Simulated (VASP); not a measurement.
# Al (relaxed from the layer:graphite structure): computed properties

Calculation: PBEsol GGA, VASP's PBE PAW potentials (set 64) (plane waves; VASP).

```json
{
  "space_group": "P6/mmm (191)",
  "cell": "a = b = 4.4220 Å, c = 13.9131 Å, α = β = 90.00°, γ = 120.00°",
  "band gap (over mesh and band path)": "none (metal, semimetal or under 0.01 eV)"
}
```

```xyz
2
Lattice="4.4220 0.0000 0.0000 -2.2110 3.8296 0.0000 0.0000 0.0000 13.9131" Properties=species:S:1:pos:R:3 pbc="T T T"
Al     4.4220     0.0000     6.9566
Al     2.2110     1.2765     6.9566
```

The cell holds vacuum, so volume and density refer to the whole cell. The cell holds a wide vacuum, so values per volume refer to the whole cell.

The cell is a sheet with vacuum, built from a generated structure.
